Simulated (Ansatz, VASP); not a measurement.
## Cross-check of TcS2 between VASP and Ansatz

Wanted: the spread between two codes on one cell, functional and k mesh. The structure shown is the start of the Ansatz relaxation below; VASP solves that cell, so the two are compared at the walk's first step.

Method: plane waves, with VASP 6.6.1 beside it; single point at LDA, in Ansatz 0.2.0.

## Step 1: The structure

The cell holds 3 atoms: 1 Tc and 2 S. Cell: a = 3.458 Å, b = 3.458 Å, c = 29.617 Å, α = 90.0°, β = 90.0°, γ = 120.0°. Vacuum lies along c. The height across the vacuum is the one that the program set for its solve, not the one typed.

## Step 2: Ansatz: relaxation, LDA

Ansatz runs on its default PAW (the set named soft_2) files.

The two programs are compared at the cell with which this relaxation starts, whose forces are those of its first step.

Input file input.yaml:

```yaml
crystal:
  lattice:
    - [3.458, 0.0, 0.0]
    - [-1.729, 2.9947158463, 0.0]
    - [0.0, 0.0, 18.9085932453]
  atoms:
    - { symbol: Tc, position: [0.0, 0.0, 0.5] }
    - { symbol: S, position: [0.3333333333, 0.6666666667, 0.5769119418] }
    - { symbol: S, position: [0.6666666667, 0.3333333333, 0.4230880582] }
  periodic: [true, true, false]
kpoints:
  mp_grid: { grid: [9, 9, 1] }
hamiltonian:
  xc: lda
scf:
  occupations: { method: fermi_dirac, width: 0.02 }
relax:
  f_tol: 0.01
  max_steps: 80
  cell: {}
```

On the command line:

```sh
$ ansatz run input.yaml --threads 8 --pin off --max-ram 14745MiB --backend cpu --events-out ev --progress --plain --runs-dir out
```

Numbers of over 12 decimals in the logs are rounded to 6 here.

Log:

```text
Warning: crystal.periodic: the lattice vector that does not repeat stood 0.000° off the slab's normal, 18.909 Å along it as the deck builds it. The run solves the slab on a vector along the normal, 29.617 Å long, with every atom where it was (on the deck's vector they left 16.00 Å outside them, and the widest stretch free of ions among them is 1.45 Å). A fractional position that the run reports is one of the run's ce [...]
crystal.periodic: the lattice vector that does not repeat stood 0.000° off the slab's normal, 18.909 Å along it as the deck builds it. The run solves the slab on a vector along the normal, 29.617 Å long, with every atom where it was (on the deck's vector they left 16.00 Å outside them, and the widest stretch free of ions among them is 1.45 Å). A fractional position that the run reports is one of the run's cell, which [...]
Engine: ansatz 0.2.0, aarch64-unknown-linux-gnu
Pseudopotentials: kind: paw
Pseudopotential: Tc, paw, valence charge 15, recommended cutoff 500 eV (normal), Tc.paw.azcp
Pseudopotential: S, paw, valence charge 6, recommended cutoff 420 eV (normal), S.paw.azcp
Functional definition: SPW92
  exchange = slater_x
  correlation = pw_c
Crystal: 3 atoms, lattice volume = 306.708 Å³
Basis set: ecut = 500 eV, 7835 PW (Γ)
Bands: 18, of which v1, the nominal top of the filled ones, is band 14 counted from 1 (13 counted from 0)
Symmetry: 12 space group operations
Space group: P-3m1 (ITA 164), of the structure as read, at distance tolerance 6.7e-5 Å
k-points: 12 of 81
Non-local potential: Tc, projectors of the file, l = 0: 3, l = 1: 3, l = 2: 2, l = 3: 2
Non-local potential: S, projectors of the file, l = 0: 2, l = 1: 2, l = 2: 2
PAW form: soft (Blöchl's): semilocal exchange-correlation on the pseudo side does not see the compensation charge
PAW frozen core: Tc, regenerated for the run's functional, and the local potential with it (the file was generated under x = pbe(κ = 0.804, μ = 0.219515), c = pbe(β = 0.066725))
PAW frozen core: S, regenerated for the run's functional, and the local potential with it (the file was generated under x = pbe(κ = 0.804, μ = 0.219515), c = pbe(β = 0.066725))
PAW one-centre angular grid: Tc, 590 points (default); XC on 64 Gauss nodes
PAW one-centre angular grid: S, 110 points (default); XC on 64 Gauss nodes
Initial density: superposition of atomic densities (neutral atoms: chi_scale 0, normalization atom)
Initial wavefunctions: pseudopotential atomic-orbital guess
Functional: x = slater, c = lda
SCF iter   1: F=—  HF=-7020.994097 eV  |F-HF|=—  |Δ(HF+E_count)|=         —  Δρ=1.41e-2  dr2=1.17e0  ethr=3.10e-3  ⟨swp⟩=16.3  Hψ=2102  notcnv=0
preconditioner: auto → LDOS  [metal: Δε(μ)=0.026 eV  Ē_g=7.784 eV  σ=0.020 eV  W_gap=0.29  n_scr=16 (ndim 8)  ℏωp=9.2 eV  f_vac=0.766  D(μ)=6.34/eV (n_scr^D=18)  β→1.0]
[...]
SCF iter   5: F=—  HF=-7021.474848 eV  |F-HF|=—  |Δ(HF+E_count)|=   2.03e-4  Δρ=3.52e-4  dr2=5.47e-4  ethr=1.13e-5  ⟨swp⟩=2.3  Hψ=303  notcnv=0
SCF iter   6: F=—  HF=-7021.474823 eV  |F-HF|=—  |Δ(HF+E_count)|=   2.45e-5  Δρ=1.02e-4  dr2=2.53e-5  ethr=2.03e-6  ⟨swp⟩=3.1  Hψ=399  notcnv=0
SCF iter   7: F=—  HF=-7021.474836 eV  |F-HF|=—  |Δ(HF+E_count)|=   1.28e-5  Δρ=2.75e-5  dr2=1.91e-6  ethr=9.36e-8  ⟨swp⟩=3.2  Hψ=495  notcnv=0
SCF iter   8: F=—  HF=-7021.474953 eV  |F-HF|=—  |Δ(HF+E_count)|=   1.17e-4  Δρ=9.31e-6  dr2=2.21e-7  ethr=7.09e-9  ⟨swp⟩=3.5  Hψ=516  notcnv=0
SCF iter   9: F=—  HF=-7021.474953 eV  |F-HF|=—  |Δ(HF+E_count)|=   9.33e-8  Δρ=1.85e-6  dr2=7.14e-9  ethr=8.19e-10  ⟨swp⟩=3.2  Hψ=479  notcnv=0
SCF iter  10: F=—  HF=-7021.474953 eV  |F-HF|=—  |Δ(HF+E_count)|=   8.91e-9  Δρ=2.82e-7  dr2=2.09e-10  ethr=2.64e-11  ⟨swp⟩=3.2  Hψ=506  notcnv=0
SCF iter  11: F=-7021.474953 eV  HF=-7021.474953 eV  |F-HF|=1.64e-11  |Δ(HF+E_count)|=  1.16e-10  Δρ=4.76e-8  dr2=5.48e-12  ethr=1.00e-12  ⟨swp⟩=8.8  Hψ=1784  notcnv=0
SCF 6 converged in 11 iterations: F = -7021.474953 eV  dr2 = 5.48e-12
relax step   6: F+E_penalty+E_count = -7021.47495293 eV  Δ(F+E_penalty+E_count) = -5.417e-2 eV  max|allowed force component| = 6.049e-2 eV/Å  Δτ_max = 0.0375 Å  P = -1.698 N/m  Ω = 233.494 Å³  energy of the carried Pulay correction = +2.991e-3 eV  fix = [c, alpha, beta]  reactions: c -0.000 N/m  (11 SCF iters, accepted)
[...]
relax step   7: F+E_penalty+E_count = -7021.48922701 eV  Δ(F+E_penalty+E_count) = -1.427e-2 eV  max|allowed force component| = 2.018e-2 eV/Å  Δτ_max = 0.0271 Å  P = +0.435 N/m  Ω = 225.546 Å³  energy of the carried Pulay correction = +3.365e-3 eV  fix = [c, alpha, beta]  reactions: c +0.000 N/m  (7 SCF iters, dr2 threshold 3.00e-7 eV, accepted)
[...]
relax step   8: F+E_penalty+E_count = -7021.48965249 eV  Δ(F+E_penalty+E_count) = -4.255e-4 eV  max|allowed force component| = 4.901e-3 eV/Å  Δτ_max = 0.0021 Å  P = -0.009 N/m  Ω = 226.692 Å³  energy of the carried Pulay correction = +3.311e-3 eV  fix = [c, alpha, beta]  reactions: c -0.000 N/m  (6 SCF iters, dr2 threshold 2.84e-7 eV, accepted)
[...]
relax step   9: F+E_penalty+E_count = -7021.48856172 eV  Δ(F+E_penalty+E_count) = +1.091e-3 eV  max|allowed force component| = 5.030e-3 eV/Å  Δτ_max = 0.0000 Å  P = -0.027 N/m  Ω = 226.692 Å³  fix = [c, alpha, beta]  reactions: c -0.000 N/m  stress off target by 2.71e-2 N/m on what of the cell is left free  SCF on the basis re-selected at this cell (its energy is not comparable with the rows above)  (7 SCF iters)
basis re-selected at this cell: Δ(F+E_penalty+E_count) = +1.091e-3 eV, ΔP = -0.018 N/m vs the last step (what re-selecting the basis moved, of the pressure what is left beyond the Pulay correction that the steps carried, after the strain that the cell walked since its last selection, with what the two solves' SCF thresholds leave and, on support functions, any second-order correction that the steps lacked; it is no measure of the basis error at this ecutwfc). The dense FFT grid was sized anew with the basis: this SCF ran on 24×24×216 points, the steps before it on 27×27×216, so part of this shift can come from that change (see relax.cell in the input reference). [rest of the remark cut]
SCF converged after 7 iterations
Free energy (F): -7021.488562 eV
Harris-Foulkes:  -7021.488562 eV  (|F-HF|=3.27e-11)
Internal energy: -7021.480582 eV  (E = F + TS)
E sigma→0 (E₀):  -7021.484572 eV
Entropy (-TS):   -0.007980 eV (-2.660 meV/atom)
Fermi energy:    -5.270293 eV
--- Per-component energies (eV) ---
  E_band       = -629.250669
  E_kinetic    = 840.457951
  E_local      = -53575.308360  (includes V_loc(G=0)·N_el)
  E_nonlocal   = 352.514647
  E_hartree    = 26179.644761
  E_xc         = -431.004836
  E_vxc        = -470.587384  (∫ρ·V_xc dr)
  E_paw        = -4301.419652  (= ΣΔE_a)
  E_vpaw       = -135.617020  (= ΣTr[D̂ρ^β])
  E_aug_tail   = 0.000008  (compensation charges beyond the density's cutoff)
  E_ewald      = 23912.816782
  E_core_change = 0.818116  (= ΣΔE_core)
  E_smearing   = -0.007980  (= −TS)
  E_closure    = -0.000000  (closes the sum)
  Σ components = -7021.488562   (vs F -7021.488562, Δ=0.00e0)
--- Forces (eV/Å), atoms counted from 1 ---
  atom   1  Tc     0.00000000    -0.00000000     0.00000000
  atom   2  S     -0.00000000     0.00000000    -0.00502991
  atom   3  S     -0.00000000    -0.00000000     0.00502991
  max |Σ_I F_I| component: 3.47e-18 eV/Å
--- 2D stress c σ (N/m, compression-positive) ---
       -0.027082       0.000000      -0.000000
        0.000000      -0.027082       0.000000
       -0.000000       0.000000      -0.000000
  P = ½ c Tr σ = -0.0271 N/m
--- Relaxed structure (8 steps of the walk, 7 accepted, 1 SCFs on fresh bases) ---
  F+E_penalty+E_count = -7021.48856172 eV   max|allowed force component| = 5.030e-3 eV/Å   (the final SCF, on the basis selected at the relaxed cell)
  cell:  # Å, volume = 226.6920 Å³
    - [2.972904, 0, 0]
    - [-1.486452, 2.574610, 0]
    - [0, 0, 29.617186]
  atoms:
    - { symbol: Tc, position: [0, 0, 0.319217] }
    - { symbol: S, position: [0.333333, 0.666667, 0.374919] }
    - { symbol: S, position: [0.666667, 0.333333, 0.263514] }
```

## Step 3: VASP: single point, LDA, start cell

The same cell, functional (in two slightly different forms), mesh and smearing now go to VASP, with its own data sets.

Lines of VASP's logs that name or quote its potential files are left out, and so is its time.

Input file INCAR:

```
SYSTEM = TcS2
PREC = Accurate
ENCUT = 400
EDIFF = 1E-06
NELM = 120
ISMEAR = -1
SIGMA = 0.02
LREAL = .FALSE.
ALGO = Normal
GGA = CA
NBANDS = 18
LASPH = .TRUE.
LORBIT = 11
LWAVE = .FALSE.
LCHARG = .FALSE.
ISIF = 2
LDIPOL = .TRUE.
IDIPOL = 3
DIPOL = 0.5 0.5 0.319
LVHAR = .TRUE.
GGA_COMPAT = .FALSE.
NELMDL = -8
```

Input file POSCAR:

```
TcS2
1.0
    3.4580000000      0.0000000000      0.0000000000
   -1.7290000000      2.9947160000      0.0000000000
    0.0000000000      0.0000000000     29.6171860000
Tc S
1 2
Direct
    0.0000000000      0.0000000000      0.3192165859
    0.3333332777      0.6666665554      0.3683196979
    0.6666667223      0.3333334446      0.2701134402
```

Input file KPOINTS:

```
Automatic mesh
0
Gamma
9 9 1
0 0 0
```

Potentials, in the order of the species: Tc_pv and S (LDA family, release 64).

On the command line:

```sh
$ mpirun -np 1 vasp_std
```

Log:

```text
[banner, memory and clock lines left out]
running    1 mpi-ranks, on    1 nodes
 distrk:  each k-point on    1 cores,    1 groups
 distr:  one band on    1 cores,    1 groups

 POSCAR found type information on POSCAR TcS
 POSCAR found :  2 types and       3 ions
 LDA part: xc-table for (Slater(with rela. corr.)+CA(PZ))
 , standard interpolation
 POSCAR, INCAR and KPOINTS ok, starting setup
 FFT: planning ... GRIDC
 FFT: planning ... GRID_SOFT
 FFT: planning ... GRID
 WAVECAR not read
 entering main loop
       N       E                     dE             d eps       ncg     rms          rms(c)
DAV:   1     0.176103027506E+03    0.17610E+03   -0.94893E+03   600   0.802E+02
DAV:   2    -0.100515191899E+02   -0.18615E+03   -0.18416E+03   616   0.216E+02
DAV:   3    -0.231444872405E+02   -0.13093E+02   -0.12933E+02   596   0.647E+01
DAV:   4    -0.233429115186E+02   -0.19842E+00   -0.19787E+00   602   0.857E+00
DAV:   5    -0.233469965702E+02   -0.40851E-02   -0.40841E-02   560   0.113E+00
DAV:   6    -0.233471531551E+02   -0.15658E-03   -0.15658E-03   594   0.199E-01
DAV:   7    -0.233471611017E+02   -0.79465E-05   -0.79467E-05   582   0.401E-02
DAV:   8    -0.233471615650E+02   -0.46332E-06   -0.46301E-06   560   0.897E-03    0.155E+01
DAV:   9    -0.234738458471E+02   -0.12668E+00   -0.30301E+01   464   0.311E+01    0.118E+01
DAV:  10    -0.219087441580E+02    0.15651E+01   -0.22594E+01   464   0.273E+01    0.674E+00
DAV:  11    -0.214845596883E+02    0.42418E+00   -0.20595E+00   448   0.931E+00    0.146E+00
DAV:  12    -0.214744283080E+02    0.10131E-01   -0.60395E-02   512   0.147E+00    0.580E-01
DAV:  13    -0.214709265549E+02    0.35018E-02   -0.13790E-02   514   0.747E-01    0.342E-01
DAV:  14    -0.214700436957E+02    0.88286E-03   -0.38175E-03   480   0.366E-01    0.184E-01
[...]
DAV:  19    -0.214702247599E+02   -0.17836E-03   -0.25295E-05   464   0.297E-02    0.105E-02
DAV:  20    -0.214702748757E+02   -0.50116E-04   -0.58823E-06   516   0.118E-02    0.430E-03
DAV:  21    -0.214703132850E+02   -0.38409E-04   -0.16569E-06   394   0.448E-03    0.358E-03
DAV:  22    -0.214703448167E+02   -0.31532E-04   -0.20285E-06   420   0.618E-03    0.146E-03
DAV:  23    -0.214703542797E+02   -0.94629E-05   -0.47074E-07   420   0.250E-03    0.516E-04
DAV:  24    -0.214703581748E+02   -0.38951E-05   -0.87145E-08   314   0.148E-03    0.441E-04
DAV:  25    -0.214703625409E+02   -0.43661E-05   -0.16251E-07   356   0.129E-03    0.241E-04
DAV:  26    -0.214703630549E+02   -0.51397E-06   -0.86860E-09   272   0.478E-04
   1 F= -.21470363E+02 E0= -.21465625E+02  d E =-.947541E-02
```

Parts of OUTCAR (step 3):

```text
ion  position               nearest neighbor table
   1  0.000  0.000  0.319-   2 2.47   2 2.47   2 2.47   3 2.47   3 2.47   3 2.47
   2  0.333  0.667  0.368-   1 2.47   1 2.47   1 2.47
   3  0.667  0.333  0.270-   1 2.47   1 2.47   1 2.47

  LATTYP: Found a hexagonal cell.
 ALAT       =     3.4580000000
 C/A-ratio  =     8.5648311163

 Subroutine GETGRP returns: Found 12 space group operations
 (whereof  6 operations were pure point group operations)

The static configuration has the point symmetry C_3v.
 The point group associated with its full space group is D_3d.

 Found     12 irreducible k-points:

   k-points           NKPTS =     12   k-points in BZ     NKDIM =     12   number of bands    NBANDS=     18

   dimension x,y,z NGX =    24 NGY =   24 NGZ =  196
   dimension x,y,z NGXF=    48 NGYF=   48 NGZF=  392

   ENCUT  =  400.0 eV  29.40 Ry    5.42 a.u.   5.64  5.64 48.30*2*pi/ulx,y,z

   NELECT =      25.0000    total number of electrons

 k-points in reciprocal lattice and weights: Automatic mesh
   0.00000000  0.00000000  0.00000000       0.012
   0.11111111  0.00000000  0.00000000       0.074
   0.22222222  0.00000000  0.00000000       0.074
   0.33333333 -0.00000000  0.00000000       0.074
   0.44444444  0.00000000  0.00000000       0.074
   0.11111111  0.11111111  0.00000000       0.074
   0.22222222  0.11111111  0.00000000       0.148
   0.33333333  0.11111111  0.00000000       0.148
   0.44444444  0.11111111  0.00000000       0.074
   0.22222222  0.22222222  0.00000000       0.074
   0.33333333  0.22222222  0.00000000       0.148
   0.33333333  0.33333333  0.00000000       0.025

 dipolmoment           0.000000      0.000000      0.000008 electrons x Angstroem

 average (electrostatic) potential at core
       1 -83.9924       2 -95.6326       3 -95.6326

 E-fermi :  -3.3760

 k-point     1 :       0.0000    0.0000    0.0000
  band No.  band energies     occupation
    ...
     10      -4.7677      2.00000
     11      -4.7677      2.00000
     12      -3.9799      2.00000
     13      -3.9799      2.00000
     14      -3.8020      2.00000
     15      -0.5765      0.00000
     16      -0.5765      0.00000
     17       1.3877      0.00000
     18       1.8368      0.00000

 k-point     2 :       0.1111    0.0000    0.0000
  band No.  band energies     occupation
    ...
      9      -5.4961      2.00000
     10      -5.1623      2.00000
     11      -5.0616      2.00000
     12      -4.2979      2.00000
     13      -3.5916      1.99996
     14      -3.3516      0.45605
     15      -1.1070      0.00000
     16      -0.6951      0.00000
     17       1.7227      0.00000
     18       2.0506      0.00000

 k-point     3 :       0.2222    0.0000    0.0000
  band No.  band energies     occupation
    ...
      8      -7.3638      2.00000
      9      -6.8668      2.00000
     10      -5.5507      2.00000
     11      -4.8901      2.00000
     12      -4.5388      2.00000
     13      -3.2609      0.00630
     14      -3.0606      0.00000
     15      -1.5324      0.00000
     16      -0.8220      0.00000
     17       2.4066      0.00000
    ...

  Total       -6.7328365     -6.7328371     -4.8587339     -0.0000000      0.0000000      0.0000000
  in kB      -35.1709600    -35.1709636    -25.3810315     -0.0000000      0.0000000      0.0000000
  external PRESSURE =     -31.9076517 kB  Pullay stress =       0.0000000 kB

  energy-cutoff  :      400.00
  volume of cell :      306.71
      direct lattice vectors                 reciprocal lattice vectors
     3.458000000  0.000000000  0.000000000     0.289184500  0.166960740  0.000000000
    -1.729000000  2.994716000  0.000000000     0.000000000  0.333921480  0.000000000
     0.000000000  0.000000000 29.617186000     0.000000000  0.000000000  0.033764180

 POSITION                                       TOTAL-FORCE (eV/Angst)
 -----------------------------------------------------------------------------------
      0.00000      0.00000      9.45430         0.000000      0.000000     -0.000000
      0.00000      1.99648     10.90859        -0.000000      0.000000     -1.624863
      1.72900      0.99824      8.00000         0.000000      0.000000      1.624863
 -----------------------------------------------------------------------------------
    total drift:                                0.000000     -0.000000      0.000908

  FREE ENERGIE OF THE ION-ELECTRON SYSTEM (eV)
  ---------------------------------------------------
  free  energy   TOTEN  =       -21.4703630549 eV

  energy  without entropy=      -21.4608876456  energy(sigma->0) =      -21.46562535

 vacuum level on the upper side and lower side of the slab         2.208         2.208

 total charge
# of ion       s       p       d       tot
------------------------------------------
    1        0.349   6.397   4.951  11.697
    2        1.360   2.260   0.000   3.620
    3        1.360   2.260   0.000   3.620
--------------------------------------------------
tot          3.070  10.917   4.951  18.938

[... 3 further parts left out ...]
```

## Step 4: Comparison

Known differences besides the potentials themselves: the two LDA forms differ slightly; Ansatz cuts the interaction across the vacuum, VASP repeats the sheet with a dipole correction; the data sets hold 27 valence electrons in Ansatz (on its default PAW (the set named soft_2) files) and 25 in VASP; the cutoff is 500 eV in Ansatz and 400 eV in VASP; VASP's log shows a relativistic correction to its local exchange, Ansatz's none. Total energies have different zeros and are not compared.

Forces (eV/Å; atoms numbered as in POSCAR):

| atom | Ansatz x, y, z | VASP x, y, z |
| --- | --- | --- |
| Tc1 | 0.000, 0.000, 0.000 | 0.000, 0.000, 0.000 |
| S2 | 0.000, 0.000, -1.618 | 0.000, 0.000, -1.625 |
| S3 | 0.000, 0.000, 1.618 | 0.000, 0.000, 1.625 |

The forces differ by 3.3 meV/Å r.m.s., which is 0.4 % of the r.m.s. force of 0.766 eV/Å (both taken over all components). With vacuum in the cell, a pressure given here is an average over mostly empty space and none of the material.

## Step 5: Results

* r.m.s. force difference (single point, LDA, start cell): 0.43 % of the r.m.s. force

In words: The r.m.s. force difference is 0.43 % of the r.m.s. force (single point, LDA, start cell), within the 3 % picked in this series as the mark of a large difference. The data sets hold unlike numbers of valence electrons (27 in Ansatz and 25 in VASP), so part of the differences comes from the potentials. 1 further run of this series is not shown here. Such differences can come from data sets, numerical settings and the points named under the comparisons, not from the functional's error against experiment.

[Lines on the potential files, build, host, timing and source positions are cut from VASP's logs without a mark.]

[Logs are printed without paths, hosts, clocks, repeated set-up lines and the standing remarks that a program may print on its own settings, such as how far it seeks lower states.]

[Hosts, paths, dates, database ids (printed as entryN), source tags and the programs' standing remarks are cut or masked in the printed files.]
